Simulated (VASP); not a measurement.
These are PBEsol GGA, VASP's PBE PAW potentials (set 64) (plane waves; VASP 6.6.1) values and carry that method's errors.

A VASP calculation is set up with these files.

### POSCAR
```
MnSi
1
    4.4643498244     0.0000000000     0.0000000000
    0.0000000000     4.4643498244    -0.0000000000
   -0.0000000000     0.0000000000     4.4643498244
Mn Si
4 4
Direct
  0.8627538165   0.6372461835   0.3627538165
  0.3627538165   0.8627538165   0.6372461835
  0.1372461835   0.1372461835   0.1372461835
  0.6372461835   0.3627538165   0.8627538165
  0.1545435136   0.3454564864   0.6545435136
  0.6545435136   0.1545435136   0.3454564864
  0.8454564864   0.8454564864   0.8454564864
  0.3454564864   0.6545435136   0.1545435136
```

**KPOINTS**
```
Automatic mesh
0
Gamma
8 8 8
0 0 0
```

INCAR:
```
ALGO = Normal
LORBIT = 11
LMAXMIX = 4   ! l cut-off of mixed one-centre charges
GGA = PS   ! PBEsol
ENCUT = 400
LASPH = T   ! aspherical one-centre terms
MAGMOM = 0.9 0.9 0.9 0.9 -0.0 -0.0 -0.0 -0.0
LREAL = F   ! projection in real space or not
LCHARG = T
SYSTEM = MnSi
PREC = Accurate
ISPIN = 2   ! spin-polarised
NELM = 100
EDIFF = 1E-7   ! SCF stop (eV)
LWAVE = F
NEDOS = 601
LEFG = T
ISMEAR = -5
ISIF = 2
```

POTCAR, in this order: Mn_pv Si (PBE.64 set). Program: vasp_std.

### Question
What will the output report for the number of irreducible k-points (NKPTS), number of bands (NBANDS), largest plane-wave count, number of space-group operations, FFT grid (NGX, NGY, NGZ)?

### Answer

number of irreducible k-points (NKPTS): 45
number of bands (NBANDS): 42
largest plane-wave count: 1647
number of space-group operations: 12
FFT grid (NGX, NGY, NGZ): 30 × 30 × 30

The compound is MnSi in the B20 structure. It was relaxed first, which changed the volume by -6 %.
